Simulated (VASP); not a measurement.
Calculation: PBEsol GGA, VASP's PBE PAW potentials (set 64) (plane waves; VASP 6.6.1).

Input for VASP

KPOINTS:
```
k-points along high-symmetry lines
10
Line-mode
Reciprocal
  0.000000   0.000000   0.000000 ! GAMMA
  0.000000   0.000000   0.500000 ! X

  0.000000   0.000000   0.500000 ! X
  0.250000   0.250000   0.250000 ! P

  0.250000   0.250000   0.250000 ! P
  0.000000   0.500000   0.000000 ! N

  0.000000   0.500000   0.000000 ! N
  0.000000   0.000000   0.000000 ! GAMMA

  0.000000   0.000000   0.000000 ! GAMMA
  0.500000   0.500000  -0.500000 ! M

  0.500000   0.500000  -0.500000 ! M
  0.324417   0.675583  -0.324417 ! S

 -0.324417   0.324417   0.324417 ! S_0
  0.000000   0.000000   0.000000 ! GAMMA

  0.000000   0.000000   0.500000 ! X
 -0.148834   0.148834   0.500000 ! R

  0.500000   0.500000  -0.148834 ! G
  0.500000   0.500000  -0.500000 ! M
```

File POSCAR:
```
Sn
1
   -1.8101833841     1.8101833841     1.9969670970
    1.8101833841    -1.8101833841     1.9969670970
    1.8101833841     1.8101833841    -1.9969670970
Sn
1
Direct
  0.0000000000   0.0000000000   1.0000000000
```

INCAR:
```
SYSTEM  =  Sn
PREC  =  Accurate; ENCUT  =  400; LREAL  =  .False.
LASPH  =  .True.; ICHARG  =  11
EDIFF  =  1E-7; NELM  =  100; ALGO  =  Normal
LMAXMIX  =  4
ISMEAR  =  0; SIGMA  =  0.05
GGA  =  PS
LWAVE  =  .False.; LCHARG  =  .False.; LORBIT  =  11
```

POTCAR, in this order: Sn_d (PBE.64 set). Program: vasp_std. Read from the step before: CHGCAR.

What will the output report for the number of irreducible k-points (NKPTS), number of bands (NBANDS), largest plane-wave count, number of space-group operations, FFT grid (NGX, NGY, NGZ)?

- number of irreducible k-points (NKPTS) = 90
- number of bands (NBANDS) = 11
- largest plane-wave count = 490
- number of space-group operations = 16
- FFT grid (NGX, NGY, NGZ) = 24 × 24 × 24

The structure comes from a measured Sn entry (I4/mmm) of the Crystallography Open Database, whose conditions weren't checked. It was relaxed first, which changed the volume by -11 %.
